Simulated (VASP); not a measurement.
VASP runs on Os (space group P6_3/mmc) share one base input (PBE GGA, plane waves, VASP's PBE PAW potentials (set 64)) and change the settings named in each case.

File POSCAR:
```
Os
2.730
  0.5000000000  -0.8660252747   0.0000000000
  0.5000000000   0.8660252747   0.0000000000
  0.0000000000   0.0000000000   1.5824175824
Os
2
Cart
  0.5000000000   0.2886756689   0.3956043956
  0.5000000000  -0.2886756689   1.1868131868
```

INCAR:
```
! general
SYSTEM  = Os
PREC    = Accurate
ENCUT   = 300
LREAL   = F
LASPH   = T

! electronic loop
EDIFF   = 1E-6
NELM    = 100
ALGO    = Normal
LMAXMIX = 6

! smearing
ISMEAR  = 0
SIGMA   = 0.136

! functional
GGA     = PE

! ions
ISIF    = 2

! output
LWAVE   = F
LCHARG  = F
```

KPOINTS:
```
Regular mesh
0
gamma
  13 13 7
```

POTCAR, in this order: Os (PBE.64 set). Program: vasp_std.

```json
[
 {"change": "base run", "E(σ→0) (eV/atom)": "-11.2327", "pressure (GPa)": "8.14", "−TS (eV)": "-0.0091"},
 {"change": "GGA = PS", "E(σ→0) (eV/atom)": "-12.2397", "pressure (GPa)": "-2.87", "−TS (eV)": "-0.0093"},
 {"change": "GGA_COMPAT = .FALSE., LNONCOLLINEAR = .TRUE., LSORBIT = .TRUE., MAGMOM = 0.0 0.0 0.0 0.0 0.0 0.0, program vasp_ncl", "E(σ→0) (eV/atom)": "-11.5544", "pressure (GPa)": "8.14", "−TS (eV)": "-0.0105"},
 {"change": "KPOINTS 5×5×3 Γ-centred mesh", "E(σ→0) (eV/atom)": "-11.1723", "pressure (GPa)": "9.14", "−TS (eV)": "-0.0191"}
]
```
 Energies of different potentials or functionals have different zeros.  Unless said otherwise, spin-orbit coupling is left out, though it shifts the bands of the heavy elements here. At 300 eV the pressure can carry a Pulay error.

Left out are runs that ran out of time, are held back, or changed the cell or the kind of run, fixed moments of cells without a moment, rows past the twelfth, gaps on odd meshes, pressures of charged cells and columns that move by less than the noise.

The structure is a typed Os crystal (P6_3/mmc). The cell was not relaxed at this level.
